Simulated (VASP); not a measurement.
Here is the system:

```yaml
crystal:
  lattice:
    - [0.00000, 2.55879, 2.55879]
    - [2.55879, 0.00000, 2.55879]
    - [2.55879, 2.55879, 0.00000]
  atoms:
    - { symbol: Sr, position: [0.00000, 0.00000, 0.00000] }
    - { symbol: O, position: [0.50000, 0.50000, 0.50000] }
```

Method: r2SCAN meta-GGA, VASP's PBE PAW potentials (set 64) (plane waves; VASP). Numerical set-up: 600 eV cut-off, 8×8×8 Γ-centred mesh, Gaussian smearing of 0.050 eV, potentials Sr_sv O.

Q: Give the stress tensor in GPa (positive for a compressed cell).

A: 
```
2.94  0.00  0.00
0.00  2.94  0.00
0.00  0.00  2.94
```
The pressure is its mean diagonal, 2.94 GPa.

The compound is SrO in the rock salt structure. This cell was strained or had an atom moved on purpose.
